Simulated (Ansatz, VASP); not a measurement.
# Rb (Rb(100)): VASP beside Ansatz, part 2 of 2

One calculation is typed for both programs; each brings its own data sets and cutoff. How far apart do they land?

VASP 6.6.1 and Ansatz 0.2.0.

So far: The starting structure; VASP: single point, PBEsol.

## 3. Ansatz: single point, PBEsol

Level of this step: Ansatz beside VASP: Kohn-Sham DFT, plane waves, PBEsol (Ansatz).

Ansatz runs on its default PAW (the set named soft_2) files.

The same cell, functional, mesh and smearing now go to Ansatz, which takes its cutoff from its data sets.

Contents of input.yaml:

```yaml
crystal:
  lattice:
    - [5.5695172084, 0.0, 0.0]
    - [0.0, 5.5695172084, 0.0]
    - [0.0, 0.0, 37.2780688336]
  atoms:
    - { symbol: Rb, position: [0.0, 0.0, 0.20119068] }
    - { symbol: Rb, position: [0.5, 0.5, 0.27589301] }
    - { symbol: Rb, position: [0.0, 0.0, 0.35059534] }
    - { symbol: Rb, position: [0.5, 0.5, 0.42529767] }
    - { symbol: Rb, position: [0.0, 0.0, 0.5] }
    - { symbol: Rb, position: [0.5, 0.5, 0.57470233] }
    - { symbol: Rb, position: [0.0, 0.0, 0.64940466] }
    - { symbol: Rb, position: [0.5, 0.5, 0.72410699] }
    - { symbol: Rb, position: [0.0, 0.0, 0.79880932] }
hamiltonian:
  xc: pbesol
  pseudopotentials: { kind: paw }
kpoints:
  mp_grid: { grid: [6, 6, 1] }
scf:
  occupations: { method: methfessel_paxton, width: 0.15 }
  n_extra_bands: 6
efield:
  axis: 3
  dipole_correction: true
  ramp_width: 0.04
output:
  forces: true
  eigenvalues: true
```

Command:

```sh
ansatz run input.yaml --threads 4 --pin off --max-ram 9216MiB --backend cpu --events-out ev --progress --plain --runs-dir out
```

Numbers of over 12 decimals in the logs are rounded to 6 here.

Output:

```text
scf.n_extra_bands = 6 over 41 filled bands (N_el = 81.0): the run solves 47 bands
Engine: ansatz 0.2.0, aarch64-unknown-linux-gnu
Pseudopotentials: kind: paw
Pseudopotential: Rb, paw, valence charge 9, recommended cutoff 420 eV (normal), Rb.paw.azcp
Functional definition: PBEsol
  exchange = pbesol_x
  correlation = pbesol_c
Crystal: 9 atoms, lattice volume = 1156.348 Å³
Basis set: ecut = 420 eV, 22641 PW (Γ), exchange–correlation on 80×80×500 points (8 copies of the dense FFT grid, shifted against one another)
Bands: 47, of which v1, the nominal top of the filled ones, is band 41 counted from 1 (40 counted from 0)
Symmetry: 8 space group operations
k-points: 10 of 36
Non-local potential: Rb, projectors of the file, l = 0: 3, l = 1: 2, l = 2: 2
PAW form: soft (Blöchl's): semilocal exchange-correlation on the pseudo side does not see the compensation charge
PAW frozen core: Rb, regenerated for the run's functional, and the local potential with it (the file was generated under x = pbe(κ = 0.804, μ = 0.219515), c = pbe(β = 0.066725))
PAW one-centre angular grid: Rb, 110 points (default); XC on 64 Gauss nodes
Initial density: superposition of atomic densities (neutral atoms: chi_scale 0, normalization atom), corrected by the library's trained network
Initial wavefunctions: pseudopotential atomic-orbital guess
Functional: x = pbesol(κ = 0.804, μ = 0.123457), c = pbesol(β = 0.046)
SCF iter   1: F=—  HF=-28952.538440 eV  |F-HF|=—  |Δ(HF+E_count)|=         —  Δρ=7.20e-4  dr2=2.86e-1  ethr=1.77e-3  p=-0.000 e·Å  D=-8.75e-15 V/Å  ΔV_dip=0.00 eV  dr2_dipole=5.94e-6  V_vac-E_F(+/−)=2.03/2.03 eV  ⟨swp⟩=11.9  Hψ=1986  notcnv=0
efield: sawtooth ramp at fractional position 0.9800 (placed from the atoms, in the widest stretch of the axis that holds none; the zero of the levels goes with the place), width 0.0400; the density the first Hamiltonian is built on has a dipole p = -0.000 e·Å; the dipole correction subtracts the counter field D = -8.75e-15 V/Å, which shifts the + side's vacuum level by +0.00 eV against the − side's; the planar-averaged density in the ramp window peaks in size at 2.8e-5 e/Å³
preconditioner: auto → LDOS  [metal: Δε(μ)=0.027 eV  Ē_g=1.378 eV  σ=0.150 eV  W_gap=0.15  n_scr=116 (ndim 8)  ℏωp=3.3 eV  f_vac=0.297  D(μ)=11.36/eV (n_scr^D=50)  β→1.0]
SCF iter   2: F=—  HF=-28952.531313 eV  |F-HF|=—  |Δ(HF+E_count)|=   7.13e-3  S|Δr|=    0.00e0  Δρ=2.22e-4  dr2=2.11e-2  ethr=3.53e-4  p=-0.000 e·Å  D=-3.01e-6 V/Å  ΔV_dip=0.00 eV  dr2_dipole=2.46e-6  V_vac-E_F(+/−)=2.11/2.11 eV  ⟨swp⟩=1.3  Hψ=553  notcnv=0
SCF iter   3: F=—  HF=-28952.531793 eV  |F-HF|=—  |Δ(HF+E_count)|=   4.80e-4  S|Δr|=    0.00e0  Δρ=1.32e-4  dr2=7.73e-4  ethr=2.61e-5  p=0.000 e·Å  D=5.08e-6 V/Å  ΔV_dip=-0.00 eV  dr2_dipole=3.56e-8  V_vac-E_F(+/−)=2.14/2.14 eV  ⟨swp⟩=1.9  Hψ=500  notcnv=0
SCF iter   4: F=—  HF=-28952.531796 eV  |F-HF|=—  |Δ(HF+E_count)|=   2.56e-6  S|Δr|=    0.00e0  Δρ=3.25e-5  dr2=5.85e-5  ethr=9.55e-7  p=0.000 e·Å  D=4.16e-6 V/Å  ΔV_dip=-0.00 eV  dr2_dipole=6.00e-9  V_vac-E_F(+/−)=2.15/2.15 eV  ⟨swp⟩=2.5  Hψ=805  notcnv=0
SCF iter   5: F=—  HF=-28952.531362 eV  |F-HF|=—  |Δ(HF+E_count)|=   4.33e-4  S|Δr|=    0.00e0  Δρ=9.62e-6  dr2=4.71e-6  ethr=7.22e-8  p=0.000 e·Å  D=2.82e-6 V/Å  ΔV_dip=-0.00 eV  dr2_dipole=4.12e-10  V_vac-E_F(+/−)=2.15/2.15 eV  ⟨swp⟩=2.2  Hψ=731  notcnv=0
SCF iter   6: F=—  HF=-28952.531363 eV  |F-HF|=—  |Δ(HF+E_count)|=   7.19e-7  S|Δr|=    0.00e0  Δρ=4.06e-6  dr2=7.21e-7  ethr=5.81e-9  p=0.000 e·Å  D=1.44e-6 V/Å  ΔV_dip=-0.00 eV  dr2_dipole=2.83e-11  V_vac-E_F(+/−)=2.15/2.15 eV  ⟨swp⟩=2.3  Hψ=812  notcnv=0
SCF iter   7: F=-28952.531363 eV  HF=-28952.531363 eV  |F-HF|=3.67e-8  |Δ(HF+E_count)|=   8.15e-8  S|Δr|=    0.00e0  Δρ=1.98e-6  dr2=9.51e-8  ethr=1.23e-10  p=0.000 e·Å  D=5.19e-7 V/Å  ΔV_dip=-0.00 eV  dr2_dipole=6.59e-12  V_vac-E_F(+/−)=2.15/2.15 eV  ⟨swp⟩=12.4  Hψ=2929  notcnv=0
WARN: efield: at this solve's end the planar-averaged density reaches 1.31e-5 e/Å³ inside the ramp window [0.9532, 0.0468] (bound 1e-5 e/Å³); the window's nearer edge stands 5.75 Å from this solve's nearest atom along the axis. Its work functions, free energy, forces, stress, dipole, levels and responses can be off, and this figure does not tell by how much. A short vacuum, a low `basis.ecutwfc` or `basis.ecutrho_ratio` and negative occupations (`scf.occupations.method`) can put density there. See the manual's quickstart, § The vacuum guard
SCF 1 converged in 7 iterations: F = -28952.531363 eV  dr2 = 9.51e-8
  greatest PAW one-centre occupation: 0.975 electrons in one spin orbital (limit 2), on the Rb atom at site 4 (counted from 0), in its partial waves of l = 0
SCF converged after 7 iterations
Stability not checked: this state was not tested for a lower state beside it, because cold or Methfessel-Paxton smearing, or corrected tetrahedra, fill the levels in a way that the test cannot read (fill_not_monotonic; see scf.lower_state_search)
Free energy (F): -28952.531363 eV
Harris-Foulkes:  -28952.531363 eV  (|F-HF|=3.67e-8)
Internal energy: -28952.509896 eV  (E = F + TS)
E sigma→0 (E₀):  -28952.525996 eV
Entropy (-TS):   -0.021467 eV (-2.385 meV/atom)
Fermi energy:    0.733271 eV
Dipole field:    D = 0.000002 V/Å  (p = 0.000012 e·Å, saw-weighted, corrected)
Work function:   Φ+ = 2.1536 eV   Φ− = 2.1537 eV
Levels:          The Fermi level and band energies are counted from a zero that moves with the ramp; work functions are not
Vacuum region:   at the solve's end the planar-averaged density reaches 1.31e-5 e/Å³ inside the ramp window [0.9532, 0.0468] (bound 1e-5 e/Å³)
--- Per-component energies (eV) ---
  E_band       = -1167.390739
  E_kinetic    = 1717.173107
  E_local      = -19321.305772  (includes V_loc(G=0)·N_el)
  E_nonlocal   = 1576.365986
  E_hartree    = 8205.635653
  E_xc         = -1149.233168
  E_vxc        = -1207.705891  (∫ρ·V_xc dr)
  E_paw        = -23123.496245  (= ΣΔE_a)
  E_vpaw       = -343.183568  (= ΣTr[D̂ρ^β])
  E_aug_tail   = -0.000011  (compensation charges beyond the density's cutoff)
  E_efield     = 0.000000  (sawtooth field / dipole correction)
  E_vefield    = 0.000000  (∫n·V_field dr)
  E_ewald      = 3141.237517
  E_core_change = 1.113037  (= ΣΔE_core)
  E_smearing   = -0.021467  (= −TS)
  E_closure    = -0.000000  (closes the sum)
  Σ components = -28952.531363   (vs F -28952.531363, Δ=0.00e0)
--- Forces (eV/Å), atoms counted from 1 ---
  atom   1  Rb    -0.00000000     0.00000000    -0.00994511
  atom   2  Rb    -0.00000000     0.00000000     0.01602498
  atom   3  Rb     0.00000000     0.00000000    -0.00985466
  atom   4  Rb     0.00000000     0.00000000     0.01363292
  atom   5  Rb    -0.00000000     0.00000000     0.00000016
  atom   6  Rb    -0.00000000     0.00000000    -0.01363290
  atom   7  Rb     0.00000000     0.00000000     0.00985463
  atom   8  Rb     0.00000000     0.00000000    -0.01602491
  atom   9  Rb     0.00000000     0.00000000     0.00994515
  max |Σ_I F_I| component: 2.69e-7 eV/Å
--- Band table (eV; the first three rows and the last of 10) ---
  k-point 0: bands = [... 37 lower, -1.0749, -0.7836, -0.4115, 0.0500, 0.5409, 1.0255, 1.4697, 1.8205, ... 2 higher]
  k-point 1: bands = [... 37 lower, -0.9084, -0.6236, -0.2603, 0.1908, 0.6715, 1.1477, 1.5852, 1.7887, ... 2 higher]
  k-point 2: bands = [... 37 lower, -0.4299, -0.1654, 0.1683, 0.5791, 1.0053, 1.0617, 1.1770, 1.3122, ... 2 higher]
  k-point 9: bands = [... 37 lower, 1.0441, 1.1917, 1.2350, 1.4787, 1.5522, 1.5832, 1.5832, 1.6318, ... 2 higher]
```

The job ended after 12 s (4 threads of Arm Neoverse V1, shared host; peak memory 1.6 GiB).

Reading the cycles: dr2 is the Hartree energy of the density residual (eV), the measure of convergence; HF is the Harris–Foulkes estimate of the energy, which meets the free energy F at convergence.

## 4. Side by side

Known differences besides the PAW data sets themselves: the data sets hold 81 valence electrons in Ansatz (default PAW (the set named soft_2) files) and 63 in VASP; the cutoff is 420 eV in Ansatz and 320 eV in VASP (PREC = Normal); Ansatz makes its cores anew for this functional, VASP keeps those of its PBE data sets; VASP leaves aspherical gradient terms in its spheres out (LASPH is not set), Ansatz keeps them. Total energies have different zeros and are not compared.

Both answers:

```tsv
quantity	Ansatz	VASP	difference
work function, lower of the two faces (eV)	2.15	2.14	+0.02
work function, higher of the two faces (eV)	2.15	2.14	+0.02
```

## 5. What came out

| Quantity | Value |
| --- | --- |
| difference in work function, higher of the two faces (single point, PBEsol) | 0.016 eV |

In words: The difference in work function, higher of the two faces is 0.016 eV (single point, PBEsol). How closely two codes agree says nothing of how well the functional describes the real material.

[Lines on the potential files, build, host, timing and source positions are cut from VASP's logs without a mark.]

[Logs are printed without paths, hosts, clocks, repeated set-up lines and the standing remarks that a program may print on its own settings, such as how far it seeks lower states.]

[Hosts, paths, dates, database ids (printed as entryN), source tags and the programs' standing remarks are cut or masked in the printed files.]
